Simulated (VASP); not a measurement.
A convergence study with VASP on WSi2 (space group no. 139 when undisturbed): one setting is varied, all else stays as given below, so the limit is that of these other settings. One atom is moved off its site, so that forces are finite.

```xyz
3
Lattice="-1.6002 1.6002 3.9033 1.6002 -1.6002 3.9033 1.6002 1.6002 -3.9033" Properties=species:S:1:pos:R:3 pbc="T T T"
Si     0.0000     0.0000     5.2413
Si     0.0000     0.0000     2.6152
W      0.0000     0.0000     0.0000
```

All values below come from PBE GGA, VASP's PBE PAW potentials (set 64) (plane waves; VASP). The tightest run used: 300 eV cut-off, 15×15×15 Γ-centred mesh, Gaussian smearing of 0.10 eV, potentials Si W_sv.

| setting | E (eV/atom) | pressure (GPa) | largest force (eV/Å) | irreducible k-points |
|---|---|---|---|---|
| 2×2×2 mesh | -8.1123 | 6.62 | 0.324 | 4 |
| 3×3×3 mesh | -8.1230 | 8.08 | 0.367 | 6 |
| 4×4×4 mesh | -8.2430 | 5.96 | 0.404 | 13 |

Task: These are the cheaper rows. Estimate the results at 15×15×15 mesh, and how far the last row shown lies from them.

Result: 
| quantity | tightest run | last row shown is off by |
|---|---|---|
| E (eV/atom) | -8.2548 | 0.0118 |
| pressure (GPa) | 5.20 | 0.76 |
| largest force (eV/Å) | 0.571 | -0.167 |

Left out are rungs that failed or repeat a setting and relaxations that didn't move; long series are thinned to 24 rows.

The structure is a typed WSi2 crystal (space group no. 139). The cell was not relaxed at this level, it is distorted from the ideal structure.
